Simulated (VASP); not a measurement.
Here is the system:

```xyz
4
Lattice="3.8000 0.0000 0.0000 0.0000 3.8000 0.0000 0.0000 0.0000 4.8400" Properties=species:S:1:pos:R:3 pbc="T T T"
Sn     1.9000     0.0000     3.6881
Sn     0.0000     1.9000     1.1519
O      1.9000     1.9000     0.0000
O      0.0000     0.0000     0.0000
```

Level of theory: PBE GGA, VASP's PBE PAW potentials (set 64) (plane waves; VASP). Run with 520 eV cut-off, 6×6×5 Γ-centred mesh, Gaussian smearing of 0.050 eV, potentials Sn_d O.

Energy and stress use the plane-wave basis of the starting cell. Without a dispersion term in the relaxation, distances and binding between the weakly bound layers, chains or molecules are unreliable, and so is what depends on them.

**Question.** The ions, cell shape and volume are relaxed. Which structure does the run end with?

**Answer.** 
```xyz
4
Lattice="3.8693 0.0000 0.0000 0.0000 3.8693 0.0000 0.0000 0.0000 5.0318" Properties=species:S:1:pos:R:3 pbc="T T T"
Sn     1.9347     0.0000     3.8693
Sn     3.8693     1.9347     1.1625
O      1.9347     1.9347     0.0000
O      0.0000     0.0000     0.0000
```
Space group P4/nmm (129), at a tolerance of 0.03 Å.

**Question.** How do energy and volume change from the first to the last step?

**Answer.** The energy (σ→0) changes by -13.5 meV/atom and the volume by +7.8 %, in 18 ionic steps.

The compound is SnO in the litharge structure. This run relaxes it. Symmetry was kept, so distortions that lower it aren't found.
